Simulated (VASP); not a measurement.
HfO2 (fluorite): the LDA gap over mesh and path against the volume, with the cell scaled uniformly; LDA's own equilibrium is at 10.305 Å³/atom. VASP (PAW), 520 eV cut-off, 9×9×9 Γ-centred mesh, Gaussian smearing of 0.050 eV, potentials Hf_pv O.  Fit the value as a straight line in ln V.

```tsv
V (Å³/atom)	LDA gap over mesh and path (eV)
9.068	4.047
9.378	3.979
9.687	3.894
9.996	3.812
10.305	3.732
10.614	3.654
```

Fit the rows as the text says and predict the value at 10.923.

The slope against ln V is -2.53 eV, the volume deformation potential of this gap. The line misses the rows by up to 0.009 and gives 3.586 at 10.923. The run gave 3.579, -0.007 from the line.

Left out are failed runs and those whose mesh is unfit for this quantity.

The compound is HfO2 in the fluorite structure, the high-temperature cubic form, which is unstable at 0 K; the monoclinic form is the stable one.
